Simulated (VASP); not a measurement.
Given:

```
MgSe
1.0
    0.00000     2.73241     2.73241
    2.73241     0.00000     2.73241
    2.73241     2.73241     0.00000
Mg Se
1 1
Direct
  0.00000   0.00000   0.00000
  0.49543   0.50457   0.49543
```

Level of theory: r2SCAN meta-GGA, VASP's PBE PAW potentials (set 64) (plane waves; VASP). Run with 480 eV cut-off, 8×8×8 Γ-centred mesh, Gaussian smearing of 0.050 eV, potentials Mg Se.

**Question.** Estimate the energy per atom (σ→0), largest force.

**Answer.** 
```json
{
  "energy per atom (σ→0)": "-10.689 eV/atom",
  "largest_force": "0.057 eV/Å"
}
```

The compound is MgSe in the rock salt structure. This cell was strained or had an atom moved on purpose.
